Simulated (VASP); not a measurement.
Given:

```yaml
crystal:
  lattice:
    - [1.64473, 0.94958, 4.68073]
    - [-1.64473, 0.94958, 4.68073]
    - [0.00000, -1.89917, 4.68073]
  atoms:
    - { symbol: Te, position: [0.99968, 0.99968, 0.99968] }
    - { symbol: O, position: [0.75269, 0.75269, 0.75269] }
    - { symbol: O, position: [0.58093, 0.58093, 0.58093] }
```

Method: r2SCAN meta-GGA, VASP's PBE PAW potentials (set 64) (plane waves; VASP). Numerical set-up: 520 eV cut-off, 9×9×9 Γ-centred mesh, tetrahedra with Blöchl corrections, potentials Te O.

The cores are frozen, which limits the accuracy of field gradients.

### Question
Give the principal components of the electric field gradient (V/Å²) and the asymmetry η at each nucleus.

### Answer

```tsv
atom	Vxx	Vyy	Vzz	η
Te1	-22.6	-22.6	45.3	0.00
O2	62.1	62.1	-124.2	0.00
O3	63.5	63.5	-127.0	0.00
```

The structure was generated: TeO2 was put into the 3R-MoS2 type (R3m), which need not be its known phase. It was relaxed first, which changed the volume by +24 %.
